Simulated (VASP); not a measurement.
Level of theory: PBEsol GGA with spin-orbit coupling, VASP's PBE PAW potentials (set 64) (plane waves; VASP).

VASP ran on this input.

**KPOINTS_OPT**
```
k-points along high-symmetry lines
5
Line-mode
Reciprocal
  0.000000   0.000000   0.000000 ! GAMMA
  0.500000   0.000000   0.000000 ! M

  0.500000   0.000000   0.000000 ! M
  0.333333   0.333333   0.000000 ! K

  0.333333   0.333333   0.000000 ! K
  0.000000   0.000000   0.000000 ! GAMMA

  0.000000   0.000000   0.000000 ! GAMMA
  0.000000   0.000000   0.500000 ! A

  0.000000   0.000000   0.500000 ! A
  0.500000   0.000000   0.500000 ! L

  0.500000   0.000000   0.500000 ! L
  0.333333   0.333333   0.500000 ! H

  0.333333   0.333333   0.500000 ! H
  0.000000   0.000000   0.500000 ! A

  0.500000   0.000000   0.500000 ! L
  0.500000   0.000000   0.000000 ! M

  0.333333   0.333333   0.500000 ! H
  0.333333   0.333333   0.000000 ! K
```

**INCAR**
```
SYSTEM = Br
PREC = Accurate; ENCUT = 400; LREAL = F
LASPH = T
EDIFF = 1E-6; NELM = 100; ALGO = Normal
LMAXMIX = 4
ISMEAR = 0; SIGMA = 0.05
GGA = PS; GGA_COMPAT = F
MAGMOM = 6*0; LSORBIT = T
LWAVE = F; LCHARG = F
```

File KPOINTS:
```
K-points
0
Gamma
  10 10 8
```

### POSCAR
```
Br
1
    3.7384894205     0.0000000659     0.0000000000
   -1.8692440950     3.2376264979     0.0000000000
   -0.0000000000     0.0000000000     4.2677307567
Br
2
Direct
  0.3333330000   0.6666670000   0.2500000000
  0.6666670000   0.3333330000   0.7500000000
```

POTCAR, in this order: Br (PBE.64 set). Program: vasp_ncl.

Output

OSZICAR:
```
       N       E                     dE             d eps       ncg     rms          rms(c)
DAV:   1     0.773724819222E+02    0.77372E+02   -0.52584E+03  3080   0.891E+02
DAV:   2     0.214250647755E+01   -0.75230E+02   -0.73205E+02  4526   0.182E+02
DAV:   3    -0.291112081921E+01   -0.50536E+01   -0.49911E+01  3818   0.512E+01
DAV:   4    -0.295571838169E+01   -0.44598E-01   -0.44578E-01  3722   0.578E+00
DAV:   5    -0.295613774293E+01   -0.41936E-03   -0.41931E-03  3806   0.538E-01    0.800E+00
DAV:   6    -0.293781386604E+01    0.18324E-01   -0.19227E-02  3716   0.832E-01    0.489E+00
DAV:   7    -0.293504158871E+01    0.27723E-02   -0.23556E-02  3626   0.952E-01    0.895E-01
DAV:   8    -0.293481687471E+01    0.22471E-03   -0.79352E-04  3716   0.207E-01    0.160E-01
DAV:   9    -0.293447979811E+01    0.33708E-03   -0.89723E-04  3668   0.176E-01    0.123E-02
DAV:  10    -0.293448254904E+01   -0.27509E-05   -0.28684E-05  3680   0.399E-02    0.389E-03
DAV:  11    -0.293448289629E+01   -0.34725E-06   -0.19051E-07  2686   0.427E-03
   1 F= -.29344829E+01 E0= -.29328399E+01  d E =-.328597E-02  mag=     0.0000    -0.0000     0.0000
       N       E                     dE             ncg
```

### OUTCAR
```
------------------------ aborting loop because EDIFF is reached ----------------------------------------
  FORCE on cell =-STRESS in cart. coord.  units (eV):
  Direction    XX          YY          ZZ          XY          YZ          ZX
  --------------------------------------------------------------------------------------
  Total        0.1014450      0.1014450      0.0840333      0.0000000      0.0000000     -0.0000000
  in kB        3.1464543      3.1464538      2.6064060      0.0000007      0.0000000     -0.0000000
  external PRESSURE =       2.9664380 kB  Pullay stress =       0.0000000 kB
  volume of cell :       51.66
      direct lattice vectors                 reciprocal lattice vectors
     3.738489421  0.000000066  0.000000000     0.267487714  0.154434068  0.000000000
    -1.869244095  3.237626498  0.000000000    -0.000000005  0.308868237  0.000000000
     0.000000000  0.000000000  4.267730757     0.000000000  0.000000000  0.234316562
 POSITION                                       TOTAL-FORCE (eV/Angst)
 -----------------------------------------------------------------------------------
     -0.00000      2.15842      1.06693        -0.000000      0.000000      0.000000
      1.86925      1.07921      3.20080         0.000000     -0.000000      0.000000
 -----------------------------------------------------------------------------------
    total drift:                               -0.000592      0.000342     -0.000295
  FREE ENERGIE OF THE ION-ELECTRON SYSTEM (eV)
  ---------------------------------------------------
  free  energy   TOTEN  =        -2.9344828963 eV

  energy  without entropy=       -2.9311969309  energy(sigma->0) =       -2.93283991

 Ion:    1  E_soc:     -0.1109807

 Ion:    2  E_soc:     -0.1109807
```
(Selected blocks of OUTCAR.)

The structure was generated: Br was put into the hcp type (P6_3/mmc), which need not be its known phase. It was relaxed first.
